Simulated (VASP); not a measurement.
Ru (hcp) is relaxed at rising pressure, each step from the one before. Symmetry mostly holds the structure type, and other phases were not tried. The mesh follows the cell, and a change of mesh leaves a small step in the series.

Given:

```cif
data_Ru2
_chemical_formula_sum 'Ru2'
_space_group_name_H-M_alt 'P 1'
_space_group_IT_number 1
_cell_length_a 2.67913
_cell_length_b 2.67913
_cell_length_c 4.22075
_cell_angle_alpha 90.000
_cell_angle_beta 90.000
_cell_angle_gamma 120.000
loop_
_space_group_symop_operation_xyz
  'x, y, z'
loop_
_atom_site_label
_atom_site_type_symbol
_atom_site_fract_x
_atom_site_fract_y
_atom_site_fract_z
_atom_site_occupancy
Ru1 Ru 0.33333 0.66667 0.25000 1
Ru2 Ru 0.66667 0.33333 0.75000 1
```

Calculation: LDA (Ceperley-Alder, Perdew-Zunger), VASP's LDA PAW potentials (set 64) (plane waves; VASP). Settings: 500 eV cut-off, 16×16×9 Γ-centred mesh, first-order Methfessel-Paxton smearing of 0.10 eV, potentials Ru_pv.

```json
[
 {"P (GPa)": "0", "V (Å³/atom)": "13.12", "H − H(0) (eV/atom)": "0.000", "space group": "P6_3/mmc", "gap on the mesh (eV)": "0.00", "k-mesh": "16×16×9"},
 {"P (GPa)": "5", "V (Å³/atom)": "12.95", "H − H(0) (eV/atom)": "0.407", "space group": "P6_3/mmc", "gap on the mesh (eV)": "0.00", "k-mesh": "16×16×9"},
 {"P (GPa)": "10", "V (Å³/atom)": "12.79", "H − H(0) (eV/atom)": "0.809", "space group": "P6_3/mmc", "gap on the mesh (eV)": "0.00", "k-mesh": "16×16×9"},
 {"P (GPa)": "20", "V (Å³/atom)": "12.50", "H − H(0) (eV/atom)": "1.598", "space group": "P6_3/mmc", "gap on the mesh (eV)": "0.00", "k-mesh": "16×16×9"},
 {"P (GPa)": "30", "V (Å³/atom)": "12.24", "H − H(0) (eV/atom)": "2.370", "space group": "P6_3/mmc", "gap on the mesh (eV)": "0.00", "k-mesh": "16×16×9"},
 {"P (GPa)": "45", "V (Å³/atom)": "11.91", "H − H(0) (eV/atom)": "3.500", "space group": "P6_3/mmc", "gap on the mesh (eV)": "0.00", "k-mesh": "16×16×9"}
]
```

Pressures at which the relaxation failed are left out.

The compound is Ru in the hcp structure.
